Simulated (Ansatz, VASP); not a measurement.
# CuSi3: VASP beside Ansatz

Aim: how closely do two programs agree when they are given the same cell, functional and k mesh? The cell is generated by rule, not measured, and may not be a known phase. The cell is taken from a series of runs on this material, whose earlier steps may have relaxed, scaled, displaced or heated it; both programs get it as it stands.

Program: Ansatz 0.2.0. Level of theory: plane waves, with VASP 6.6.1 beside it; relaxation of cell and atoms at PBEsol and zone-centre phonons at PBEsol. Results are calculated unless marked as measured.

The structure was built from a prototype and need not be the compound's stable phase.

## (1) Starting point

Symmetry: Fm-3m, No. 225, cubic system. The conventional cell has a = 6.023 Å, b = 6.023 Å, c = 6.023 Å, α = 90.00°, β = 90.00°, γ = 90.00°. Nearest to Cu lie 14 Si at 2.61 to 3.01 Å. Si has 8 Si at 2.61 Å and 6 Cu at 3.01 Å nearest. Si has 4 Cu at 2.61 Å and 4 Si at 2.61 Å nearest. Farther neighbours are not listed.

Coordinates:

```cif
data_structure
_symmetry_space_group_name_H-M 'P 1'
_symmetry_Int_Tables_number 1
_cell_length_a 4.2589
_cell_length_b 4.2589
_cell_length_c 4.2589
_cell_angle_alpha 60.000
_cell_angle_beta 60.000
_cell_angle_gamma 60.000
_cell_volume 54.62
loop_
_atom_site_label
_atom_site_type_symbol
_atom_site_fract_x
_atom_site_fract_y
_atom_site_fract_z
_atom_site_occupancy
Cu1 Cu 0.00000 0.00000 0.00000 1
Si2 Si 0.50000 0.50000 0.50000 1
Si3 Si 0.75000 0.75000 0.75000 1
Si4 Si 0.25000 0.25000 0.25000 1
```

## (2) Ansatz: relaxation of cell and atoms, PBEsol

Ansatz runs on its default PAW (the set named soft_2) files.

The relaxed volume is the usual yardstick between codes: in a stiff, nearly cubic crystal its relative difference is about their pressure difference at one cell divided by the bulk modulus.

input.yaml

```yaml
crystal:
  lattice:
    - [-3.01151133, 0.0, 3.01151133]
    - [0.0, 3.01151133, 3.01151133]
    - [-3.01151133, 3.01151133, 0.0]
  atoms:
    - { symbol: Cu, position: [0.0, 0.0, 0.0] }
    - { symbol: Si, position: [0.5, 0.5, 0.5] }
    - { symbol: Si, position: [0.75, 0.75, 0.75] }
    - { symbol: Si, position: [0.25, 0.25, 0.25] }
kpoints:
  mp_grid: { grid: [10, 10, 10] }
hamiltonian:
  xc: pbesol
scf:
  occupations: { method: gaussian, width: 0.1 }
output:
  forces: true
  stress: true
  eigenvalues: true
  write_density: true
  write_potential: true
  elf: true
  volumetric_format: npy
relax:
  adjacent_minimum: "off"
  f_tol: 0.005
  max_steps: 80
  cell: { stress_tol: 0.05 }
```

On the command line:

```bash
$ ansatz run input.yaml --threads 2 --pin off --max-ram 5120MiB --backend cpu --events-out ev --progress --plain --runs-dir out
```

Numbers of over 12 decimals in the logs are rounded to 6 here.

The log of the run:

```text
Engine: ansatz 0.2.0, aarch64-unknown-linux-gnu
Pseudopotentials: kind: paw
Pseudopotential: Cu, paw, valence charge 19, recommended cutoff 420 eV (normal), Cu.paw.azcp
Pseudopotential: Si, paw, valence charge 4, recommended cutoff 420 eV (normal), Si.paw.azcp
Functional definition: PBEsol
  exchange = pbesol_x
  correlation = pbesol_c
Crystal: 4 atoms, lattice volume = 54.624 Å³
Basis set: ecut = 420 eV, 1067 PW (Γ), exchange–correlation on 60×60×60 points (8 copies of the dense FFT grid, shifted against one another)
Bands: 20, of which v1, the nominal top of the filled ones, is band 16 counted from 1 (15 counted from 0)
Symmetry: 48 space group operations
Space group: Fm-3m (ITA 225), of the structure as read, at distance tolerance 3.8e-5 Å
k-points: 47 of 1000
Non-local potential: Cu, projectors of the file, l = 0: 3, l = 1: 2, l = 2: 3, l = 3: 1
Non-local potential: Si, projectors of the file, l = 0: 2, l = 1: 2, l = 2: 2
PAW form: soft (Blöchl's): semilocal exchange-correlation on the pseudo side does not see the compensation charge
PAW frozen core: Cu, regenerated for the run's functional, and the local potential with it (the file was generated under x = pbe(κ = 0.804, μ = 0.219515), c = pbe(β = 0.066725))
PAW frozen core: Si, regenerated for the run's functional, and the local potential with it (the file was generated under x = pbe(κ = 0.804, μ = 0.219515), c = pbe(β = 0.066725))
PAW one-centre angular grid: Cu, 590 points (default); XC on 64 Gauss nodes
PAW one-centre angular grid: Si, 110 points (default); XC on 64 Gauss nodes
Initial density: superposition of atomic densities (neutral atoms: chi_scale 0, normalization atom), corrected by the library's trained network
Initial wavefunctions: pseudopotential atomic-orbital guess
Functional: x = pbesol(κ = 0.804, μ = 0.123457), c = pbesol(β = 0.046)
SCF iter   1: F=—  HF=-8451.781105 eV  |F-HF|=—  |Δ(HF+E_count)|=         —  Δρ=4.80e-3  dr2=9.11e-3  ethr=1.77e-3  ⟨swp⟩=5.4  Hψ=4593  notcnv=0
preconditioner: auto → none  [insulator: Δε(μ)=0.157 eV  Ē_g=7.506 eV  σ=0.100 eV  W_gap=0.73  n_scr=14 (ndim 8)  ℏωp=24.1 eV  f_vac=0.000  D(μ)=1.01/eV (n_scr^D=8)  ε∞_Penn≈11.3]
SCF iter   2: F=—  HF=-8451.777435 eV  |F-HF|=—  |Δ(HF+E_count)|=   3.67e-3  Δρ=1.61e-3  dr2=1.34e-3  ethr=2.94e-5  ⟨swp⟩=2.1  Hψ=1978  notcnv=0
SCF iter   3: F=—  HF=-8451.777233 eV  |F-HF|=—  |Δ(HF+E_count)|=   2.03e-4  Δρ=5.78e-4  dr2=1.07e-4  ethr=4.34e-6  ⟨swp⟩=2.2  Hψ=1273  notcnv=0
SCF iter   4: F=—  HF=-8451.777235 eV  |F-HF|=—  |Δ(HF+E_count)|=   2.49e-6  Δρ=1.95e-4  dr2=1.88e-5  ethr=3.46e-7  ⟨swp⟩=2.0  Hψ=1474  notcnv=0
SCF iter   5: F=—  HF=-8451.777239 eV  |F-HF|=—  |Δ(HF+E_count)|=   4.07e-6  Δρ=3.87e-5  dr2=6.42e-7  ethr=6.06e-8  ⟨swp⟩=2.3  Hψ=1414  notcnv=0
SCF iter   6: F=-8451.777239 eV  HF=-8451.777239 eV  |F-HF|=2.34e-9  |Δ(HF+E_count)|=   2.16e-8  Δρ=3.33e-6  dr2=5.62e-9  ethr=3.23e-10  ⟨swp⟩=9.6  Hψ=6405  notcnv=0
SCF 1 converged in 6 iterations: F = -8451.777239 eV  dr2 = 5.62e-9
  greatest PAW one-centre occupation: 1.000 electrons in one spin orbital (limit 2), on the Cu atom at site 0 (counted from 0), in its partial waves of l = 0
relax step   1: F+E_penalty+E_count = -8451.77723905 eV  Δ(F+E_penalty+E_count) = +0.000e0 eV  max|allowed force component| = 5.204e-18 eV/Å  Δτ_max = 0.0000 Å  P = +0.062 GPa  Ω = 54.624 Å³  (6 SCF iters, dr2 threshold 1.00e-7 eV, accepted)
[...]
relax step   2: F+E_penalty+E_count = -8451.77723756 eV  Δ(F+E_penalty+E_count) = +1.485e-6 eV  max|allowed force component| = 4.857e-17 eV/Å  Δτ_max = 0.0000 Å  P = +0.016 GPa  Ω = 54.646 Å³  energy of the carried Pulay correction = -6.962e-6 eV  (6 SCF iters, accepted)
[...]
relax step   3: F+E_penalty+E_count = -8451.77725083 eV  Δ(F+E_penalty+E_count) = -1.326e-5 eV  max|allowed force component| = 4.279e-17 eV/Å  Δτ_max = 0.0000 Å  P = +0.016 GPa  Ω = 54.646 Å³  stress off target by 1.63e-2 GPa  SCF on the basis re-selected at this cell (its energy is not comparable with the rows above)  (7 SCF iters)
basis re-selected at this cell: Δ(F+E_penalty+E_count) = -1.326e-5 eV, ΔP = -0.000 GPa vs the last step (what re-selecting the basis moved, of the pressure what is left beyond the Pulay correction that the steps carried, after the strain that the cell walked since its last selection, with what the two solves' SCF thresholds leave and, on support functions, any second-order correction that the steps lacked; it is no m [...]
SCF converged after 7 iterations
Free energy (F): -8451.777251 eV
Harris-Foulkes:  -8451.777251 eV  (|F-HF|=1.82e-12)
Internal energy: -8451.772130 eV  (E = F + TS)
E sigma→0 (E₀):  -8451.774690 eV
Entropy (-TS):   -0.005121 eV (-1.280 meV/atom)
Fermi energy:    12.340635 eV
--- Per-component energies (eV) ---
  E_band       = -379.524605
  E_kinetic    = 424.087506
  E_local      = -5710.659685  (includes V_loc(G=0)·N_el)
  E_nonlocal   = 469.613342
  E_hartree    = 2577.144530
  E_xc         = -256.334701
  E_vxc        = -259.958537  (∫ρ·V_xc dr)
  E_paw        = -3122.257940  (= ΣΔE_a)
  E_vpaw       = -456.896543  (= ΣTr[D̂ρ^β])
  E_aug_tail   = 0.000252  (compensation charges beyond the density's cutoff)
  E_ewald      = -2833.666317
  E_core_change = 0.300884  (= ΣΔE_core)
  E_smearing   = -0.005121  (= −TS)
  E_closure    = -0.000000  (closes the sum)
  Σ components = -8451.777251   (vs F -8451.777251, Δ=0.00e0)
--- Forces (eV/Å), atoms counted from 1 ---
  atom   1  Cu     0.00000000     0.00000000    -0.00000000
  atom   2  Si     0.00000000    -0.00000000    -0.00000000
  atom   3  Si     0.00000000     0.00000000    -0.00000000
  atom   4  Si    -0.00000000    -0.00000000     0.00000000
  max |Σ_I F_I| component: 1.39e-17 eV/Å
--- Stress (GPa, compression-positive) ---
        0.016317       0.000000      -0.000000
        0.000000       0.016317      -0.000000
        0.000000      -0.000000       0.016317
  P = ⅓ Tr σ = 0.0163 GPa (0.163 kbar)
--- Band table (eV; the first three rows and the last of 47) ---
  k-point 0: bands = [... 12 lower, 10.1857, 10.1857, 11.2890, 11.6153, 11.6153, 11.6153, 13.7928, 13.7928]
  k-point 1: bands = [... 12 lower, 10.2015, 10.2015, 11.4603, 11.7329, 11.7329, 12.7010, 13.4632, 13.4632]
  k-point 2: bands = [... 12 lower, 10.2106, 10.2106, 11.5498, 11.6000, 11.6000, 13.4925, 13.5131, 13.5131]
  k-point 46: bands = [... 12 lower, 9.0240, 10.8486, 11.2483, 12.4291, 13.4653, 16.2614, 17.8402, 17.9382]
--- Relaxed structure (2 steps of the walk, 2 accepted, 1 SCFs on fresh bases) ---
  F+E_penalty+E_count = -8451.77725083 eV   max|allowed force component| = 4.279e-17 eV/Å   (the final SCF, on the basis selected at the relaxed cell)
  cell:  # Å, volume = 54.6464 Å³
    - [-3.011923, 0, 3.011923]
    - [0, 3.011923, 3.011923]
    - [-3.011923, 3.011923, 0]
  atoms:
    - { symbol: Cu, position: [0, 0, 0] }
    - { symbol: Si, position: [0.5, 0.5, 0.5] }
    - { symbol: Si, position: [0.750000, 0.750000, 0.750000] }
    - { symbol: Si, position: [0.25, 0.25, 0.25] }
```

The column dr2 measures how far the density is from self-consistency, as an energy; F and HF (Harris–Foulkes) agree once it is small.

## (3) VASP: relaxation of cell and atoms, PBEsol

The same cell, functional, mesh and smearing now go to VASP, with its own data sets.

Lines of VASP's logs that name or quote its potential files are left out, and so is its time.

INCAR

```
SYSTEM = CuSi3
PREC = Accurate
ENCUT = 600
EDIFF = 1E-07
NELM = 120
ISMEAR = 0
SIGMA = 0.1
LREAL = .FALSE.
ALGO = Normal
GGA = PS
NBANDS = 17
LASPH = .TRUE.
LORBIT = 11
LWAVE = .FALSE.
LCHARG = .FALSE.
ISIF = 3
IBRION = 2
NSW = 80
EDIFFG = -0.005
GGA_COMPAT = .FALSE.
NELMIN = 4
KPAR = 2
```

POSCAR

```
CuSi3
1.0
   -3.0115110000      0.0000000000      3.0115110000
    0.0000000000      3.0115110000      3.0115110000
   -3.0115110000      3.0115110000      0.0000000000
Cu Si
1 3
Direct
    0.0000000000      0.0000000000      0.0000000000
    0.5000000000      0.5000000000      0.5000000000
    0.7500000830      0.7500000830      0.7500000830
    0.2500000830      0.2500000830      0.2500000830
```

KPOINTS

```
Automatic mesh
0
Gamma
10 10 10
0 0 0
```

Potentials, in the order of the species: Cu and Si (PBE family, release 64).

On the command line:

```bash
$ mpirun -np 2 vasp_std
```

The log of the run:

```text
[banner, memory and clock lines left out]
running    2 mpi-ranks, on    1 nodes
 distrk:  each k-point on    1 cores,    2 groups
 distr:  one band on    1 cores,    1 groups

 POSCAR found type information on POSCAR CuSi
 POSCAR found :  2 types and       4 ions
|                                                                             |
|               ----> ADVICE to this user running VASP <----                  |
|                                                                             |
|     You enforced a specific xc type in the INCAR file but a different       |
|     [... a line on the potential file left out ...]
|     I HOPE YOU KNOW WHAT YOU ARE DOING!                                     |
|                                                                             |

 LDA part: xc-table for (Slater+PW92), standard interpolation
 POSCAR, INCAR and KPOINTS ok, starting setup
 FFT: planning ... GRIDC
 FFT: planning ... GRID_SOFT
 FFT: planning ... GRID
 WAVECAR not read
 entering main loop
       N       E                     dE             d eps       ncg     rms          rms(c)
DAV:   1     0.104274765382E+03    0.10427E+03   -0.10936E+04  1606   0.163E+03
DAV:   2    -0.154654497411E+02   -0.11974E+03   -0.11566E+03  1663   0.286E+02
DAV:   3    -0.228231885443E+02   -0.73577E+01   -0.70638E+01  2281   0.703E+01
DAV:   4    -0.230303081997E+02   -0.20712E+00   -0.20383E+00  2242   0.104E+01
DAV:   5    -0.230332364791E+02   -0.29283E-02   -0.29268E-02  2288   0.116E+00    0.194E+01
DAV:   6    -0.304621917298E+02   -0.74290E+01   -0.17977E+02  1732   0.336E+02    0.172E+01
DAV:   7    -0.212213125174E+02    0.92409E+01   -0.25102E+01  1975   0.124E+02    0.728E+00
DAV:   8    -0.200949744097E+02    0.11263E+01   -0.40896E+00  2269   0.678E+01    0.208E+00
DAV:   9    -0.200893059085E+02    0.56685E-02   -0.62935E-01  2457   0.135E+01    0.306E-01
DAV:  10    -0.200900284729E+02   -0.72256E-03   -0.14376E-02  1911   0.111E+00    0.274E-01
DAV:  11    -0.200909189801E+02   -0.89051E-03   -0.15989E-02  2252   0.395E+00    0.272E-01
DAV:  12    -0.200895339673E+02    0.13850E-02   -0.58420E-03  1990   0.244E+00    0.752E-02
DAV:  13    -0.200895385930E+02   -0.46257E-05   -0.18427E-04  2271   0.125E-01    0.338E-02
DAV:  14    -0.200895283355E+02    0.10257E-04   -0.14810E-05  2389   0.112E-01    0.192E-02
DAV:  15    -0.200895233096E+02    0.50259E-05   -0.18579E-05  2476   0.125E-01    0.294E-03
DAV:  16    -0.200895235077E+02   -0.19810E-06   -0.15542E-06  1735   0.915E-03    0.196E-03
DAV:  17    -0.200895235261E+02   -0.18423E-07   -0.20840E-08   935   0.172E-03
   1 F= -.20089524E+02 E0= -.20086978E+02  d E =-.200895E+02
 curvature:   0.00 expect dE= 0.000E+00 dE for cont linesearch  0.000E+00
 trial: gam= 0.00000 g(F)=  0.895E-43 g(S)=  0.292E-03 ort = 0.000E+00 (trialstep = 0.100E+01)
 search vector abs. value=  0.292E-03
 bond charge predicted
       N       E                     dE             d eps       ncg     rms          rms(c)
DAV:   1    -0.200927970627E+02   -0.32736E-02   -0.47032E-02  1686   0.573E+00    0.484E-01
DAV:   2    -0.200936303051E+02   -0.83324E-03   -0.58939E-02  1761   0.791E+00    0.430E-01
DAV:   3    -0.200897500815E+02    0.38802E-02   -0.21430E-02  1765   0.471E+00    0.910E-02
DAV:   4    -0.200896430248E+02    0.10706E-03   -0.52291E-04  2438   0.364E-01    0.119E-02
DAV:   5    -0.200896411992E+02    0.18256E-05   -0.12439E-05  2482   0.415E-02    0.892E-03
DAV:   6    -0.200896397433E+02    0.14559E-05   -0.26973E-06  2462   0.458E-02    0.133E-03
DAV:   7    -0.200896397988E+02   -0.55528E-07   -0.42737E-07  1678   0.791E-03
   2 F= -.20089640E+02 E0= -.20087058E+02  d E =-.116273E-03
 trial-energy change:   -0.000116  1 .order   -0.000107   -0.000292    0.000078
 step:   0.8123(harm=  0.7904)  dis= 0.00000  next Energy=   -20.089647 (dE=-0.123E-03)
 bond charge predicted
       N       E                     dE             d eps       ncg     rms          rms(c)
DAV:   1    -0.200897598112E+02   -0.12007E-03   -0.16486E-03  1682   0.107E+00    0.921E-02
DAV:   2    -0.200897958788E+02   -0.36068E-04   -0.21820E-03  1759   0.151E+00    0.816E-02
DAV:   3    -0.200896515596E+02    0.14432E-03   -0.75168E-04  1747   0.899E-01    0.160E-02
DAV:   4    -0.200896485170E+02    0.30426E-05   -0.18258E-05  2365   0.460E-02    0.317E-03
DAV:   5    -0.200896483417E+02    0.17535E-06   -0.64906E-07  2071   0.192E-02    0.169E-03
DAV:   6    -0.200896483244E+02    0.17251E-07   -0.94363E-08   919   0.841E-03
   3 F= -.20089648E+02 E0= -.20087073E+02  d E =-.124798E-03
 curvature:  -0.39 expect dE=-0.746E-08 dE for cont linesearch -0.746E-08
 trial: gam= 0.00000 g(F)=  0.448E-42 g(S)=  0.191E-07 ort =-0.236E-05 (trialstep = 0.962E+00)
 search vector abs. value=  0.192E-07
 reached required accuracy - stopping structural energy minimisation
```

From OUTCAR (step 3):

```text
ion  position               nearest neighbor table
   1  0.000  0.000  0.000-   3 2.61   4 2.61   4 2.61   4 2.61   3 2.61   3 2.61   3 2.61   4 2.61

  LATTYP: Found a face centered cubic cell.
 ALAT       =     6.0230220000

 Subroutine GETGRP returns: Found 48 space group operations
 (whereof 48 operations were pure point group operations)

The static configuration has the point symmetry O_h .

 Found     47 irreducible k-points:

   k-points           NKPTS =     47   k-points in BZ     NKDIM =     47   number of bands    NBANDS=     17

   dimension x,y,z NGX =    36 NGY =   36 NGZ =   36
   dimension x,y,z NGXF=    72 NGYF=   72 NGZF=   72

   ENCUT  =  600.0 eV  44.10 Ry    6.64 a.u.   8.51  8.51  8.51*2*pi/ulx,y,z

   NELECT =      23.0000    total number of electrons

 k-points in reciprocal lattice and weights: Automatic mesh
   0.00000000  0.00000000  0.00000000       0.001
   0.10000000  0.00000000  0.00000000       0.008
   0.20000000  0.00000000  0.00000000       0.008
   0.30000000  0.00000000  0.00000000       0.008
   0.40000000  0.00000000  0.00000000       0.008
   0.50000000  0.00000000  0.00000000       0.004
   0.10000000  0.10000000  0.00000000       0.006
   0.20000000  0.10000000  0.00000000       0.024
   0.30000000  0.10000000  0.00000000       0.024
[...]
-0.30000000  0.40000000  0.20000000       0.024
  -0.30000000  0.50000000  0.20000000       0.012

 average (electrostatic) potential at core
       1 -61.9128       2 -79.8697       3 -79.9285       4 -79.9285

 E-fermi :   9.8909

 k-point     1 :       0.0000    0.0000    0.0000
  band No.  band energies     occupation
    ...
     10       7.7464      2.00000
     11       8.8439      2.00000
     12       9.1465      2.00000
     13       9.1465      2.00000
     14       9.1465      2.00000
     15      11.3598      0.00000
     16      11.3598      0.00000
     17      11.3598      0.00000

 k-point     2 :       0.1000    0.0000    0.0000
  band No.  band energies     occupation
    ...
      9       7.7551      2.00000
     10       7.7551      2.00000
     11       9.0072      2.00000
     12       9.2700      2.00000
     13       9.2700      2.00000
     14      10.2550      0.00000
     15      11.0262      0.00000
     16      11.0262      0.00000
     17      11.4388      0.00000

 k-point     3 :       0.2000    0.0000    0.0000
  band No.  band energies     occupation
    ...
      9       7.7555      2.00000
     10       7.7555      2.00000
     11       9.1053      2.00000
     12       9.1484      2.00000
     13       9.1484      2.00000
     14      11.0549      0.00000
     15      11.0684      0.00000
     16      11.0684      0.00000
     17      12.9046      0.00000

  Total       -0.0007261     -0.0007261     -0.0007261      0.0000000      0.0000000      0.0000000
  in kB       -0.0212421     -0.0212421     -0.0212421      0.0000000      0.0000000      0.0000000
  external PRESSURE =      -0.0212421 kB  Pullay stress =       0.0000000 kB

  energy-cutoff  :      600.00
  volume of cell :       54.77
      direct lattice vectors                 reciprocal lattice vectors
    -3.014163218 -0.000000000  3.014163218    -0.165883519 -0.165883519  0.165883519
    -0.000000000  3.014163218  3.014163218     0.165883519  0.165883519  0.165883519
    -3.014163218  3.014163218  0.000000000    -0.165883519  0.165883519 -0.165883519

 POSITION                                       TOTAL-FORCE (eV/Angst)
 -----------------------------------------------------------------------------------
     -0.00000      0.00000      0.00000        -0.000000      0.000000      0.000000
     -3.01416      3.01416      3.01416        -0.000000      0.000000      0.000000
     -4.52125      4.52125      4.52125        -0.000000      0.000000      0.000000
     -1.50708      1.50708      1.50708         0.000000     -0.000000     -0.000000
 -----------------------------------------------------------------------------------
    total drift:                                0.000001     -0.000001     -0.000001

  FREE ENERGIE OF THE ION-ELECTRON SYSTEM (eV)
  ---------------------------------------------------
  free  energy   TOTEN  =       -20.0896483244 eV

  energy  without entropy=      -20.0844985491  energy(sigma->0) =      -20.08707344

 reached required accuracy - stopping structural energy minimisation

 total charge
# of ion       s       p       d       tot
------------------------------------------
    1        0.449   0.378   9.181  10.008
    2        0.828   0.737   0.000   1.565
    3        0.842   0.713   0.000   1.555
    4        0.842   0.713   0.000   1.555
--------------------------------------------------
tot          2.961   2.541   9.181  14.683

[... 3 further parts left out ...]
```

The run keeps the 48 symmetry operations of its start, so it cannot find a distortion of lower symmetry.

## (4) Side by side

Known differences besides the potentials themselves: the data sets hold 31 valence electrons in Ansatz (on its default PAW (the set named soft_2) files) and 23 in VASP; the cutoff is 420 eV in Ansatz and 600 eV in VASP; Ansatz makes its cores anew for this functional, VASP keeps those of its PBE data sets; Ansatz adds a Pulay correction to the stress that steers its cell, VASP none. Total energies have different zeros and are not compared.

Compared:

| quantity | Ansatz | VASP | difference |
| --- | --- | --- | --- |
| volume (Å³) | 54.65 | 54.77 | -0.22 % |
| edge a after relaxation, in the typed setting (Å) | 4.260 | 4.263 | -0.08 % |

[end of part 1 of 2]

[Lines on the potential files, build, host, timing and source positions are cut from VASP's logs without a mark.]

[Logs are printed without paths, hosts, clocks, repeated set-up lines and the standing remarks that a program may print on its own settings, such as how far it seeks lower states.]

[Hosts, paths, dates, database ids (printed as entryN), source tags and the programs' standing remarks are cut or masked in the printed files.]
